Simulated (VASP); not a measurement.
Energy against volume of KCl (rock salt). Level of theory: HSE06 screened hybrid, VASP's PBE PAW potentials (set 64) (plane waves; VASP). Numerical set-up: 520 eV cut-off, 6×6×6 Γ-centred mesh, Gaussian smearing of 0.050 eV, potentials K_sv Cl.

```csv
V (Å³/atom),E (eV/atom)
30.543,-3.93792
31.518,-3.94162
32.493,-3.94181
33.468,-3.93904
```

Fit these four points and predict the energy of the run at 29.569 Å³/atom.

A cubic in V^(−2/3), the third-order Birch-Murnaghan form, passes through the four points with V0 = 32.06 Å³/atom and B0 = 17 GPa, and gives -3.9301 eV/atom there. The run gave -3.9303 eV/atom, -0.2 meV/atom from the fit; all five points give B0 = 17 GPa.

The compound is KCl in the rock salt structure. It was relaxed first. The cell's shape comes from a PBE relaxation.
